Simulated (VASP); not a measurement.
```
Ni3Si
1.0
    3.42693     0.00000     0.00000
    0.00000     3.42693     0.00000
    0.00000     0.00000     3.42693
Si Ni
1 3
Direct
  0.00000   0.00000   0.00000
  0.00000   0.50000   0.50000
  0.50000   0.00000   0.50000
  0.50000   0.50000   0.00000
```

The numbers are results of LDA (Ceperley-Alder, Perdew-Zunger) with spin-orbit coupling, VASP's LDA PAW potentials (set 64) (plane waves; VASP), not measurements. Numerical set-up: 400 eV cut-off, 8×8×8 Γ-centred mesh, Gaussian smearing of 0.050 eV, potentials Si Ni.

**Question.** Give the energies of bands 25 to 38 at the high-symmetry points, in eV from the Fermi level.

**Answer.** 
```
band      Γ      X      M      R
----  -----  -----  -----  -----
25    -0.92  -1.42  -1.56  -1.58
26    -0.92  -1.42  -1.56  -1.58
27    -0.66  -1.40  -1.55  -1.37
28    -0.66  -1.40  -1.55  -1.37
29    -0.66  -1.26  -1.22  -1.37
30    -0.66  -1.26  -1.22  -1.37
31    -0.31  -0.58  -1.10  -0.49
32    -0.31  -0.58  -1.10  -0.49
33    -0.02   0.04  -1.06  -0.27
34    -0.02   0.04  -1.06  -0.27
35     0.07   3.90   0.73  -0.20
36     0.07   3.90   0.73  -0.20
37     0.07   3.91   0.76  -0.20
38     0.07   3.91   0.76  -0.20
```

It has no gap at this level: it comes out as a metal or semimetal.

The structure comes from a computed database's SiNi3 entry (Pm-3m); how it stands against other phases isn't given here. It was relaxed first.
